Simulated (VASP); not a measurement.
Input for VASP

KPOINTS:
```
Automatic mesh
0
Gamma
10 10 10
0 0 0
```

### INCAR
```
SYSTEM = PdIn
PREC = Accurate; ENCUT = 520; LREAL = .FALSE.
LASPH = .TRUE.
EDIFF = 1E-6; NELM = 100; ALGO = Normal
LMAXMIX = 4
ISMEAR = 1; SIGMA = 0.1
GGA = PE
IBRION = 2; NSW = 60; ISIF = 3
EDIFFG = -0.01
LWAVE = .FALSE.; LCHARG = .FALSE.
```

### POSCAR
```
PdIn
1.0
  3.2500000000   0.0000000000   0.0000000000
  0.0000000000   3.2500000000   0.0000000000
  0.0000000000   0.0000000000   3.2500000000
In Pd
1 1
Cartesian
  1.6250000000   1.6250000000   1.6250000000
  0.0000000000   0.0000000000   0.0000000000
```

POTCAR, in this order: In_d Pd (PBE.64 set). Program: vasp_std.

Question: Write an equivalent input for Quantum ESPRESSO's pw.x.

Answer: One equivalent input (not run):
```
&CONTROL
  calculation = 'vc-relax'
  pseudo_dir = './pseudo'
  outdir = './out'
  tprnfor = .true.
  tstress = .true.
  nstep = 60
  forc_conv_thr = 0.00039
/
&SYSTEM
  ibrav = 0
  nat = 2
  ntyp = 2
  ecutwfc = 82
  occupations = 'smearing'
  smearing = 'methfessel-paxton'
  degauss = 0.00735
  input_dft = 'pbe'
/
&ELECTRONS
  conv_thr = 7.3e-08
  electron_maxstep = 100
/
&IONS
/
&CELL
/
ATOMIC_SPECIES
  In 114.818 In.upf
  Pd 106.420 Pd.upf
CELL_PARAMETERS angstrom
     3.2500000    0.0000000    0.0000000
     0.0000000    3.2500000    0.0000000
     0.0000000    0.0000000    3.2500000
ATOMIC_POSITIONS crystal
  In   0.5000000  0.5000000  0.5000000
  Pd   0.0000000  0.0000000  0.0000000
K_POINTS automatic
  10 10 10 0 0 0
```
What does not carry over: the potentials are each code's own (VASP's PAW set, PseudoDojo norm-conserving files in pw.x), so ENCUT and ecutwfc are chosen apart and not converted; conv_thr bounds pw.x's estimated SCF error, while EDIFF bounds the energy change between steps; forc_conv_thr acts on force components and is met together with etot_conv_thr.

The compound is PdIn in the CsCl type structure. This run relaxes it. Symmetry was kept, so distortions that lower it aren't found.
